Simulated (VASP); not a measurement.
Output of a VASP run:

**OSZICAR**
```
...
RMM:   4    -0.427174158026E+03    0.15884E-04   -0.11699E-04   362   0.225E-02    0.856E-03
RMM:   5    -0.427174158994E+03   -0.96780E-06   -0.21397E-05   232   0.101E-02
   5 F= -.42717416E+03 E0= -.42717416E+03  d E =-.574004E-01
       N       E                     dE             d eps       ncg     rms          rms(c)
DAV:   1    -0.427185332280E+03   -0.11174E-01   -0.36305E+00   376   0.485E+00    0.340E-01
RMM:   2    -0.427190357001E+03   -0.50247E-02   -0.65956E-02   364   0.551E-01    0.152E-01
RMM:   3    -0.427190875981E+03   -0.51898E-03   -0.10619E-02   397   0.206E-01    0.116E-01
RMM:   4    -0.427190562388E+03    0.31359E-03   -0.19540E-03   365   0.958E-02    0.348E-02
RMM:   5    -0.427190574433E+03   -0.12044E-04   -0.41270E-04   405   0.423E-02    0.238E-02
RMM:   6    -0.427190575868E+03   -0.14350E-05   -0.23400E-04   372   0.263E-02    0.176E-02
RMM:   7    -0.427190568055E+03    0.78125E-05   -0.51135E-05   296   0.151E-02
   6 F= -.42719057E+03 E0= -.42719057E+03  d E =-.164091E-01
       N       E                     dE             d eps       ncg     rms          rms(c)
DAV:   1    -0.427191008540E+03   -0.43267E-03   -0.29309E-01   408   0.137E+00    0.976E-02
RMM:   2    -0.427191411775E+03   -0.40324E-03   -0.54118E-03   364   0.158E-01    0.428E-02
RMM:   3    -0.427191458177E+03   -0.46401E-04   -0.89754E-04   399   0.594E-02    0.330E-02
RMM:   4    -0.427191432815E+03    0.25361E-04   -0.15712E-04   366   0.272E-02    0.104E-02
RMM:   5    -0.427191433353E+03   -0.53792E-06   -0.32442E-05   248   0.124E-02
   7 F= -.42719143E+03 E0= -.42719143E+03  d E =-.172744E-01
       N       E                     dE             d eps       ncg     rms          rms(c)
DAV:   1    -0.427193995941E+03   -0.25631E-02   -0.10433E+00   376   0.260E+00    0.186E-01
RMM:   2    -0.427195355405E+03   -0.13595E-02   -0.17831E-02   364   0.288E-01    0.790E-02
RMM:   3    -0.427195471468E+03   -0.11606E-03   -0.27285E-03   391   0.108E-01    0.571E-02
RMM:   4    -0.427195406028E+03    0.65440E-04   -0.47540E-04   368   0.474E-02    0.182E-02
RMM:   5    -0.427195413258E+03   -0.72299E-05   -0.11416E-04   382   0.216E-02    0.923E-03
RMM:   6    -0.427195413957E+03   -0.69839E-06   -0.22451E-05   231   0.994E-03
   8 F= -.42719541E+03 E0= -.42719541E+03  d E =-.398060E-02
       N       E                     dE             d eps       ncg     rms          rms(c)
DAV:   1    -0.427195440500E+03   -0.27241E-04   -0.29703E-02   440   0.439E-01    0.315E-02
RMM:   2    -0.427195480226E+03   -0.39727E-04   -0.50398E-04   363   0.484E-02    0.135E-02
RMM:   3    -0.427195484282E+03   -0.40557E-05   -0.79504E-05   308   0.185E-02    0.957E-03
RMM:   4    -0.427195482892E+03    0.13904E-05   -0.13647E-05   219   0.816E-03
   9 F= -.42719548E+03 E0= -.42719548E+03  d E =-.404954E-02
       N       E                     dE             d eps       ncg     rms          rms(c)
DAV:   1    -0.427196492217E+03   -0.10079E-02   -0.28420E-01   376   0.136E+00    0.104E-01
RMM:   2    -0.427196886006E+03   -0.39379E-03   -0.54304E-03   364   0.164E-01    0.495E-02
RMM:   3    -0.427196920727E+03   -0.34721E-04   -0.87991E-04   398   0.607E-02    0.355E-02
RMM:   4    -0.427196894538E+03    0.26189E-04   -0.17978E-04   366   0.288E-02    0.111E-02
RMM:   5    -0.427196895109E+03   -0.57065E-06   -0.34511E-05   250   0.126E-02
  10 F= -.42719690E+03 E0= -.42719690E+03  d E =-.141222E-02
```

OUTCAR:
```
------------------------ aborting loop because EDIFF is reached ----------------------------------------
  FORCE on cell =-STRESS in cart. coord.  units (eV):
  Direction    XX          YY          ZZ          XY          YZ          ZX
  --------------------------------------------------------------------------------------
  Total       15.2658566     15.6724041      9.4670515     -0.0092759     -0.0083902     -0.0029272
  in kB       28.2209885     28.9725461     17.5011175     -0.0171477     -0.0155104     -0.0054113
  external PRESSURE =      24.8982173 kB  Pullay stress =       0.0000000 kB
  volume of cell :      866.68
      direct lattice vectors                 reciprocal lattice vectors
     4.868317893 -8.432173817  0.000000000     0.102704879 -0.059296690  0.000000000
     4.868317893  8.432173817  0.000000000     0.102704879  0.059296690  0.000000000
     0.000000000  0.000000000 10.556283981     0.000000000  0.000000000  0.094730305
  FREE ENERGIE OF THE ION-ELECTRON SYSTEM (eV)
  ---------------------------------------------------
  free  energy   TOTEN  =      -427.1968951085 eV

  energy  without entropy=     -427.1968951085  energy(sigma->0) =     -427.19689511

 reached required accuracy - stopping structural energy minimisation
```
(Selected blocks of OUTCAR.)

File POSCAR:
```
AlGa35N36
1
    4.8683178927    -8.4321738171     0.0000000000
    4.8683178927     8.4321738171     0.0000000000
    0.0000000000     0.0000000000    10.5562839806
Ga N Al
35 36 1
Direct
  0.2222220000   0.1111110000   0.2500000000
  0.1111110000   0.2222220000   0.0000000000
  0.2222220000   0.1111110000   0.7500000000
  0.1075820000   0.2211740000   0.4992540000
  0.2161800000   0.4414330000   0.2457970000
  0.1111110000   0.5555560000   0.0000000000
  0.2260990000   0.4435850000   0.7485860000
  0.1102450000   0.5540330000   0.5045960000
  0.2222220000   0.7777780000   0.2500000000
  0.1111110000   0.8888890000   0.0000000000
  0.2222220000   0.7777780000   0.7500000000
  0.1111110000   0.8888890000   0.5000000000
  0.5555560000   0.1111110000   0.2500000000
  0.4444440000   0.2222220000   0.0000000000
  0.5555560000   0.1111110000   0.7500000000
  0.4461440000   0.2185300000   0.4976840000
  0.5575120000   0.4476160000   0.2539430000
  0.4444440000   0.5555560000   0.0000000000
  0.5498240000   0.4400290000   0.7534860000
  0.5602940000   0.7819460000   0.2489580000
  0.4444440000   0.8888890000   0.0000000000
  0.5493940000   0.7740510000   0.7528080000
  0.4446970000   0.8860930000   0.4977150000
  0.8888890000   0.1111110000   0.2500000000
  0.7777780000   0.2222220000   0.0000000000
  0.8888890000   0.1111110000   0.7500000000
  0.7777780000   0.2222220000   0.5000000000
  0.8888890000   0.4444440000   0.2500000000
  0.7777780000   0.5555560000   0.0000000000
  0.8888890000   0.4444440000   0.7500000000
  0.7758290000   0.5530480000   0.4974090000
  0.8888890000   0.7777780000   0.2500000000
  0.7777780000   0.8888890000   0.0000000000
  0.8888890000   0.7777780000   0.7500000000
  0.7772860000   0.8904000000   0.5000870000
  0.2222220000   0.1111110000   0.4385000000
  0.1111110000   0.2222220000   0.1885000000
  0.2222220000   0.1111110000   0.9385000000
  0.1111110000   0.2222220000   0.6885000000
  0.2230530000   0.4445900000   0.4340300000
  0.1111110000   0.5555560000   0.1885000000
  0.2222220000   0.4444440000   0.9385000000
  0.1111110000   0.5555560000   0.6885000000
  0.2222220000   0.7777780000   0.4385000000
  0.1111110000   0.8888890000   0.1885000000
  0.2222220000   0.7777780000   0.9385000000
  0.1111110000   0.8888890000   0.6885000000
  0.5555560000   0.1111110000   0.4385000000
  0.4444440000   0.2222220000   0.1885000000
  0.5555560000   0.1111110000   0.9385000000
  0.4444440000   0.2222220000   0.6885000000
  0.5519610000   0.4441200000   0.4357410000
  0.4444440000   0.5555560000   0.1885000000
  0.5555560000   0.4444440000   0.9385000000
  0.4470490000   0.5578830000   0.6904340000
  0.5553230000   0.7724720000   0.4391340000
  0.4444440000   0.8888890000   0.1885000000
  0.5555560000   0.7777780000   0.9385000000
  0.4444440000   0.8888890000   0.6885000000
  0.8888890000   0.1111110000   0.4385000000
  0.7777780000   0.2222220000   0.1885000000
  0.8888890000   0.1111110000   0.9385000000
  0.7777780000   0.2222220000   0.6885000000
  0.8888890000   0.4444440000   0.4385000000
  0.7777780000   0.5555560000   0.1885000000
  0.8888890000   0.4444440000   0.9385000000
  0.7777780000   0.5555560000   0.6885000000
  0.8888890000   0.7777780000   0.4385000000
  0.7777780000   0.8888890000   0.1885000000
  0.8888890000   0.7777780000   0.9385000000
  0.7777780000   0.8888890000   0.6885000000
  0.4397140000   0.5552520000   0.4992920000
```

### Question
Write an INCAR and KPOINTS that could have produced this output.

### Answer
Several could match; the one computed here: the input of the run itself, PBE GGA, plane waves, VASP's PBE PAW potentials (set 64).

INCAR:
```
# general
SYSTEM =AlGa35N36
PREC   =Normal
ENCUT  =400
LREAL  =Auto
LASPH  =.True.
ISYM   =0
NELECT =290.0

# electronic loop
EDIFF  =1E-5
NELM   =100
NELMIN =4
ALGO   =Fast
LMAXMIX=4

# smearing
ISMEAR =0
SIGMA  =0.05

# functional
GGA    =PE

# ions
IBRION =2
NSW    =60
ISIF   =2
EDIFFG =-0.03

# output
LWAVE  =.False.
LCHARG =.False.
```

**KPOINTS**
```
Automatic
0
Gamma
1 1 1
```

POTCAR, in this order: Ga N Al (PBE.64 set). Program: vasp_gam.

At this cut-off the stress carries a Pulay error, which pulls relaxed volumes low. The cell is charged, with a uniform compensating background. The supercell is sampled at Γ alone, which is coarse: total energies, pressure and levels can be off, energies of defects by several tenths of an eV.

The cell is a supercell with a defect, built from GaN (wurtzite): Al_Ga, charge -2. The run is not spin-polarised, so no state with unpaired spins was tried.
